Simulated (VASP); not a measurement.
Output of a VASP run:

File OSZICAR:
```
       N       E                     dE             d eps       ncg     rms          rms(c)
DAV:   1     0.137521338169E+03    0.13752E+03   -0.11763E+04  1712   0.799E+02
DAV:   2    -0.839544524803E+01   -0.14592E+03   -0.14395E+03  1806   0.235E+02
DAV:   3    -0.141485403749E+02   -0.57531E+01   -0.57393E+01  1908   0.458E+01
DAV:   4    -0.141927540666E+02   -0.44214E-01   -0.44201E-01  1728   0.398E+00
DAV:   5    -0.141931714279E+02   -0.41736E-03   -0.41735E-03  1914   0.365E-01    0.826E+00
DAV:   6    -0.134567265328E+02    0.73644E+00   -0.18386E+00  1828   0.139E+01    0.591E+00
DAV:   7    -0.134223838608E+02    0.34343E-01   -0.53020E-01  1788   0.409E+00    0.254E+00
DAV:   8    -0.134146299477E+02    0.77539E-02   -0.69815E-02  1680   0.258E+00    0.327E-01
DAV:   9    -0.134134695480E+02    0.11604E-02   -0.10485E-02  1764   0.119E+00    0.778E-02
DAV:  10    -0.134133913314E+02    0.78217E-04   -0.42785E-04  1734   0.193E-01
   1 F= -.13413391E+02 E0= -.13413391E+02  d E =-.196586E-22
```

OUTCAR:
```
------------------------ aborting loop because EDIFF is reached ----------------------------------------
  FORCE on cell =-STRESS in cart. coord.  units (eV):
  Direction    XX          YY          ZZ          XY          YZ          ZX
  --------------------------------------------------------------------------------------
  Total       -5.5100626     -5.5100627     -5.4866155      0.0000000      0.0000000     -0.0000000
  in kB      -81.1249752    -81.1249778    -80.7797621      0.0000000      0.0000000     -0.0000000
  external PRESSURE =     -81.0099050 kB  Pullay stress =       0.0000000 kB
  volume of cell :      108.82
      direct lattice vectors                 reciprocal lattice vectors
     4.254822000  0.000000000  0.000000000     0.235027458  0.135693164  0.000000000
    -2.127411000  3.684784000  0.000000000     0.000000000  0.271386328  0.000000000
     0.000000000  0.000000000  6.940953000     0.000000000  0.000000000  0.144072435
  FREE ENERGIE OF THE ION-ELECTRON SYSTEM (eV)
  ---------------------------------------------------
  free  energy   TOTEN  =       -13.4133913314 eV

  energy  without entropy=      -13.4133913314  energy(sigma->0) =      -13.41339133
```
(Selected blocks of OUTCAR.)

### POSCAR
```
CdSe
1
    4.2548220000     0.0000000000     0.0000000000
   -2.1274110000     3.6847840000     0.0000000000
    0.0000000000     0.0000000000     6.9409530000
Cd Se
2 2
Direct
  0.6666670000   0.3333330000   0.4999500000
  0.3333330000   0.6666670000   0.9999500000
  0.6666670000   0.3333330000   0.8759100000
  0.3333330000   0.6666670000   0.3759100000
```

Reconstruct the remaining input files.

This is not unique; one that fits is the input of the run itself, LDA (Ceperley-Alder, Perdew-Zunger), plane waves, VASP's LDA PAW potentials (set 64).

**KPOINTS**
```
Automatic mesh
0
Gamma
6 6 6
0.5 0.5 0.5
```

**INCAR**
```
ALGO  =  Normal
EDIFF  =  1E-04
ENCUT  =  240
ISIF  =  2
ISMEAR  =  0
LASPH  =  .TRUE.
LCHARG  =  .FALSE.
LMAXMIX  =  4
LREAL  =  .FALSE.
LWAVE  =  .FALSE.
NELM  =  100
PREC  =  Accurate
SIGMA  =  0.01
SYSTEM  =  CdSe
```

POTCAR, in this order: Cd Se (LDA.64 set). Program: vasp_std.

At this cut-off the stress carries a Pulay error, which pulls relaxed volumes low.

The structure comes from a computed database's CdSe entry; how it stands against other phases isn't given here. The cell was not relaxed at this level. The run is one of a series of settings (EDIFF = 1E-04, ENCUT = 240, GGA removed, KPOINTS 6×6×6 Γ-centred mesh shifted by (0.5, 0.5, 0.5), POTCAR Cd Se (LDA.64 set) against the base run), some of them coarse on purpose.
